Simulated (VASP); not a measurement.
Data:

```xyz
2
Lattice="2.9394 0.0000 0.0000 0.0000 2.9394 0.0000 0.0000 0.0000 2.9394" Properties=species:S:1:pos:R:3 pbc="T T T"
Zn     1.4697     1.4697     1.4697
Cu     0.0000     0.0000     0.0000
```

These are AM05 GGA, VASP's PBE PAW potentials (set 64) (plane waves; VASP 6.6.1) values and carry that method's errors. Settings: 520 eV cut-off, 12×12×12 Γ-centred mesh, first-order Methfessel-Paxton smearing of 0.10 eV, potentials Zn Cu.

The job: CuZn (CsCl type), 2 atoms, AM05, static run, 520 eV, 12×12×12 Γ-centred mesh. Roughly how much core time does it take on a busy server core?

About 20 core-seconds (one run on a shared machine, a rough figure). It had 84 irreducible k-points, 15 bands, up to 715 plane waves and 13 electronic steps.

The compound is CuZn in the CsCl type structure. This cell is one point of a volume scan, at 1.03 of the reference volume.
